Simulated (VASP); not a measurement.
Runs of VASP 6.6.1 on F4S. The cell holds a molecule in a box, 5 atoms: a = 12.000 Å, b = 11.000 Å, c = 12.000 Å, α = 90.00°, β = 90.00°, γ = 90.00°. 

```csv
task,level,potentials or basis,cell,cutoff (eV),grid for exact exchange (PRECFOCK),exchange at q = 0,screening parameter,gap on the mesh (eV),largest force (eV/Å)
single point,PBE,"VASP PAW PBE potentials, release 64 (F, S)","atoms moved at random, drawn with an rms of 0.05 Å",520,-,-,-,5.31,2.94
single point,PBE0+TS,"VASP PAW PBE potentials, release 64 (F_h, S_h)",as given,900,Normal,default,-,7.90,(a)
atomic charges,PBE+TS,"VASP PAW PBE potentials, release 64 (F, S)",as given,520,-,-,-,5.27,1.33
relaxation of the atoms,PBE,"VASP PAW PBE potentials, release 64 (F, S)","atoms relaxed from: atoms moved at random, drawn with an rms of 0.02 Å",520,-,-,-,5.01,0.01
single point,HSE06+D3(BJ),"VASP PAW PBE potentials, release 64 (F, S)",as given,520,Fast,-,0.2 1/A,7.11,0.17
single point,PBE,"VASP PAW PBE potentials, release 64 (F, S)",as given,520,-,-,-,5.27,1.33
electron localisation function,PBE,"VASP PAW PBE potentials, release 64 (F, S)",as given,520,-,-,-,5.27,1.33
```

Alike in all rows: no spin polarisation; k mesh 1 × 1 × 1; smearing gaussian 0.01 eV.

**Question.** Fill in the values left out.

**Answer.** (a) 0.16.

Caveats: the PAW data sets were made with another functional, which shifts forces and pressure a little (some runs).

